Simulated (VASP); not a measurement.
The system is InP.

```
In P
1.0
     0.00000    2.95198    2.95198
     2.95198    0.00000    2.95198
     2.95198    2.95198    0.00000
In P
1 1
Direct
  0.00000 0.00000 0.00000
  0.25000 0.25000 0.25000
```

The cell is a database's computed one.

| Property | Result |
| --- | --- |
| Program | VASP 6.6.1 |
| Task | relaxation of cell and atoms |
| Functional | PBE |
| Potentials or basis | VASP PAW PBE potentials, release 64 (In_d, P) |
| Cutoff | 600 eV |
| k mesh | 10 × 10 × 10 |
| Occupations | gaussian, width 0.02 eV |
| Spin | no spin polarisation |

At the start: pressure 1.8 GPa; volume 25.72 Å³/atom.

Question: How do energy, volume and symmetry change on relaxing?

Answer: Over 5 steps the energy falls by 3.9 meV/atom and the volume is 26.47 Å³/atom (+2.9 %); space group F-43m (No. 216, to 0.05 Å).

The path:
```csv
step,energy change (eV),largest force (eV/Å),pressure (GPa),volume (Å³)
1,0.0000,0.0000,1.81,51.45
2,-0.0058,0.0000,-1.05,53.64
3,-0.0077,0.0000,0.14,52.88
4,-0.0077,0.0000,-0.12,52.97
5,-0.0077,0.0000,-0.03,52.93
```

Final structure:
```cif
data_structure
_symmetry_space_group_name_H-M 'P 1'
_symmetry_Int_Tables_number 1
_cell_length_a 4.2144
_cell_length_b 4.2144
_cell_length_c 4.2144
_cell_angle_alpha 60.000
_cell_angle_beta 60.000
_cell_angle_gamma 60.000
_cell_volume 52.93
loop_
_atom_site_label
_atom_site_type_symbol
_atom_site_fract_x
_atom_site_fract_y
_atom_site_fract_z
_atom_site_occupancy
In1 In 0.00000 0.00000 0.00000 1
P1 P 0.25000 0.25000 0.25000 1
```
